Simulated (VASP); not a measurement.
VASP ran on this input.

**POSCAR**
```
SiC
1
    3.0760000000     0.0000000000     0.0000000000
   -1.5380000000     2.6638940000     0.0000000000
    0.0000000000     0.0000000000     5.0480000000
Si C
2 2
Direct
  0.6666670000   0.3333330000   0.0000000000
  0.3333330000   0.6666670000   0.5000000000
  0.6666670000   0.3333330000   0.3750000000
  0.3333330000   0.6666670000   0.8750000000
```

File KPOINTS:
```
K-points
0
Gamma
 10 10 5
0 0 0
```

INCAR:
```
SYSTEM = SiC
PREC = Accurate; ENCUT = 400; LREAL = .FALSE.
LASPH = .TRUE.
EDIFF = 1E-6; NELM = 100; ALGO = Normal
ISMEAR = 0; SIGMA = 0.136
GGA = PS
ISIF = 2
LWAVE = .FALSE.; LCHARG = .FALSE.
```

POTCAR, in this order: Si C (PBE.64 set). Program: vasp_std.

Task: Translate this PBEsol calculation to Ansatz.

Result: One equivalent input (not run):
Ansatz 0.2 input:
```yaml
crystal:
  lattice:
    - [3.0760000, 0.0000000, 0.0000000]
    - [-1.5380000, 2.6638940, 0.0000000]
    - [0.0000000, 0.0000000, 5.0480000]
  atoms:
    - { symbol: Si, position: [0.6666670, 0.3333330, 0.0000000] }
    - { symbol: Si, position: [0.3333330, 0.6666670, 0.5000000] }
    - { symbol: C, position: [0.6666670, 0.3333330, 0.3750000] }
    - { symbol: C, position: [0.3333330, 0.6666670, 0.8750000] }
kpoints:
  mp_grid: { grid: [10, 10, 5] }
hamiltonian:
  xc: pbesol
  pseudopotentials: { kind: paw }
scf:
  occupations: { method: gaussian, width: 0.136 }
  max_iter: 100
output: { forces: true, stress: true, eigenvalues: true }
```
Limits of the translation: each code has its own PAW files, so the cut-off isn't converted (ENCUT is set for VASP's; basis.ecutwfc is left out, and Ansatz then takes the one that its files recommend); Ansatz stops its SCF on the density residual and VASP on the energy change (EDIFF).

The structure comes from a measured SiC entry (P6_3mc) of the Crystallography Open Database, whose conditions weren't checked. The cell was not relaxed at this level. The run is one of a series of settings (GGA = PS against the base run), some of them coarse on purpose.
